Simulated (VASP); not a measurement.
VASP ran on this input.

**KPOINTS**
```
Automatic mesh
0
Gamma
10 10 10
0 0 0
```

**INCAR**
```
# general
SYSTEM   =  Mg2Sn
PREC     =  Accurate
ENCUT    =  520
LREAL    =  .False.
LASPH    =  .True.   # aspherical one-centre terms

# electronic loop
EDIFF    =  1E-7
NELM     =  100   # most electronic steps
ALGO     =  Normal
LMAXMIX  =  4

# smearing
ISMEAR   =  1   # Methfessel-Paxton
SIGMA    =  0.1   # width (eV)

# ions
ISIF     =  2   # forces and stress, cell fixed

# output
LWAVE    =  .False.
LCHARG   =  .False.
```

POSCAR:
```
Mg2Sn
1
    0.0000000000     3.3582651545     3.3582651545
    3.3582651545     0.0000000000     3.3582651545
    3.3582651545     3.3582651545     0.0000000000
Mg Sn
2 1
Direct
  0.2500000000   0.2500000000   0.2500000000
  0.7500000000   0.7500000000   0.7500000000
  0.0000000000   0.0000000000   0.0000000000
```

POTCAR, in this order: Mg Sn_d (LDA.64 set). Program: vasp_std.

Write an equivalent input for Ansatz.

One equivalent input (not run):
Ansatz 0.2 input:
```yaml
crystal:
  lattice:
    - [0.0000000, 3.3582652, 3.3582652]
    - [3.3582652, 0.0000000, 3.3582652]
    - [3.3582652, 3.3582652, 0.0000000]
  atoms:
    - { symbol: Mg, position: [0.2500000, 0.2500000, 0.2500000] }
    - { symbol: Mg, position: [0.7500000, 0.7500000, 0.7500000] }
    - { symbol: Sn, position: [0.0000000, 0.0000000, 0.0000000] }
kpoints:
  mp_grid: { grid: [10, 10, 10] }
hamiltonian:
  xc: lda
  pseudopotentials: { kind: paw }
scf:
  occupations: { method: methfessel_paxton, width: 0.1 }
  max_iter: 100
output: { forces: true, stress: true, eigenvalues: true }
```
Limits of the translation: each code has its own PAW files, so the cut-off isn't converted (ENCUT is set for VASP's; basis.ecutwfc is left out, and Ansatz then takes the one that its files recommend); Ansatz stops its SCF on the density residual and VASP on the energy change (EDIFF); Ansatz's lda is the Perdew-Wang form, while the LDA potentials of VASP carry Perdew-Zunger's.

The compound is Mg2Sn in the antifluorite structure. This cell is one point of a volume scan, at 1.03 of the reference volume.
